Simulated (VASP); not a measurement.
Input for VASP

**INCAR**
```
SYSTEM = GaSb
PREC = Accurate
ENCUT = 400
EDIFF = 1E-6
NELM = 100
ALGO = Normal
LREAL = .FALSE.
LASPH = .TRUE.
ISMEAR = 0
SIGMA = 0.05
GGA = PE
LMAXMIX = 4
LWAVE = .FALSE.
LCHARG = .FALSE.
ISIF = 2
IBRION = 0
NSW = 3
TEBEG = 300
```

### POSCAR
```
GaSb
1
    0.0000000000     3.0500000000     3.0500000000
    3.0500000000     0.0000000000     3.0500000000
    3.0500000000     3.0500000000     0.0000000000
Ga Sb
1 1
Direct
  0.0000000000   0.0000000000   0.0000000000
  0.2500000000   0.2500000000   0.2500000000
```

**KPOINTS**
```
Automatic mesh
0
Gamma
6 6 6
0 0 0
```

POTCAR, in this order: Ga_d Sb (PBE.64 set). Program: vasp_std.

What VASP printed:

### Question
Read input and log: which fault does this run have?
A. the lattice was typed in bohr, and VASP reads ångström
B. IBRION is misspelt, so VASP ignores the line and takes its default
C. molecular dynamics (IBRION = 0) was asked for without POTIM
D. POTIM is too large for the ionic optimiser

### Answer
C, molecular dynamics (IBRION = 0) was asked for without POTIM. VASP stops with an error: Fatal error! IBRION=0, but no entry for POTIM on file INCAR. MUST be specified! ----> I REFUSE TO CONTINUE WITH THIS SICK JOB ... BYE!!! <----

To mend it, set POTIM to the time step in fs (1 to 2 fs suits most solids). The plain static run on this cell (PBE GGA, plane waves, VASP's PBE PAW potentials (set 64)) converges, and its OSZICAR ends with
```
   1 F= -.73117149E+01 E0= -.73116296E+01  d E =-.170707E-03
```

The compound is GaSb in the zinc blende structure. The cell was not relaxed at this level.
